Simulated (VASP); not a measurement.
Here is the system:

```
MoSe2
1.0
    1.72460    -2.98710     0.00000
    1.72460     2.98710     0.00000
    0.00000     0.00000    13.65926
Mo Se
2 4
Cartesian
  1.72460   0.99570   3.41482
  1.72460  -0.99570  10.24445
  1.72460   0.99570  11.94062
  1.72460  -0.99570   5.11099
  1.72460  -0.99570   1.71864
  1.72460   0.99570   8.54827
```

Method: vdW-DF2, VASP's PBE PAW potentials (set 64) (plane waves; VASP 6.6.1). Settings: 520 eV cut-off, Gaussian smearing of 0.050 eV, potentials Mo_sv Se.

Give the energies of bands 17 to 30 at the high-symmetry points, in eV from the valence-band maximum.

| band | Γ | M | K | A | L | H |
|---|---|---|---|---|---|---|
| 17 | -2.33 | -3.95 | -3.82 | -2.33 | -3.67 | -3.71 |
| 18 | -2.32 | -3.48 | -3.61 | -2.33 | -3.67 | -3.71 |
| 19 | -2.32 | -2.87 | -3.40 | -1.92 | -2.84 | -3.54 |
| 20 | -1.49 | -2.81 | -3.40 | -1.92 | -2.84 | -3.54 |
| 21 | -1.49 | -2.08 | -2.98 | -1.48 | -2.01 | -2.77 |
| 22 | -1.46 | -1.91 | -2.98 | -1.48 | -2.01 | -2.77 |
| 23 | -1.46 | -1.18 | -2.14 | -1.48 | -1.11 | -2.24 |
| 24 | -0.84 | -1.04 | -2.14 | -1.48 | -1.11 | -2.24 |
| 25 | -0.68 | -0.86 | -0.41 | -0.14 | -0.82 | -0.36 |
| 26 | 0.00 | -0.80 | -0.31 | -0.14 | -0.82 | -0.36 |
| 27 | 2.12 | 1.17 | 0.83 | 2.13 | 1.19 | 0.83 |
| 28 | 2.12 | 1.21 | 0.83 | 2.13 | 1.19 | 0.83 |
| 29 | 2.16 | 1.47 | 1.82 | 2.13 | 1.56 | 2.13 |
| 30 | 2.17 | 1.64 | 2.21 | 2.14 | 1.56 | 2.19 |

The gap is indirect, 0.83 eV, from the valence maximum at Γ to the conduction minimum at K.

Measured: gap 1.09 eV (computed value off by -0.26 eV), as given by Li et al., (2013), arXiv:1302.0733.

The compound is MoSe2 in the 2H layered structure. It was relaxed first, which changed the volume by +16 %.
